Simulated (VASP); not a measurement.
Given:

```xyz
1
Lattice="0.0000 2.7948 2.7948 2.7948 0.0000 2.7948 2.7948 2.7948 0.0000" Properties=species:S:1:pos:R:3 pbc="T T T"
Yb     0.0000     0.0000     0.0000
```
Cell charge +0.1.

The numbers are results of PBE GGA, VASP's PBE PAW potentials (set 64) (plane waves; VASP), not measurements. Numerical set-up: NELECT = 7.9, 400 eV cut-off, 10×10×10 Γ-centred mesh, Gaussian smearing of 0.050 eV, potentials Yb_2.

The 4f electrons are frozen in the core of the lanthanide potential, so 4f levels, which can set the real gap, and their magnetism are missing. The cell is charged, with a uniform compensating background.

**Question.** Predict the energy per atom (σ→0), pressure, band gap (on the k-mesh) with the smallest direct gap where there is one.

**Answer.** 
```
Item                                                         Value
------------------------  ----------------------------------------
band gap (on the k-mesh)  none (metal, semimetal or under 0.01 eV)
energy per atom (σ→0)                               -1.569 eV/atom
pressure                                                 -2.26 GPa
```

The absolute energy has meaning only against runs of the same code, potentials and settings.

The compound is Yb in the fcc structure. The cell was not relaxed at this level. The run is one of a series of settings (ISMEAR = 0, NELECT = 7.9, SIGMA = 0.05 against the base run), some of them coarse on purpose.
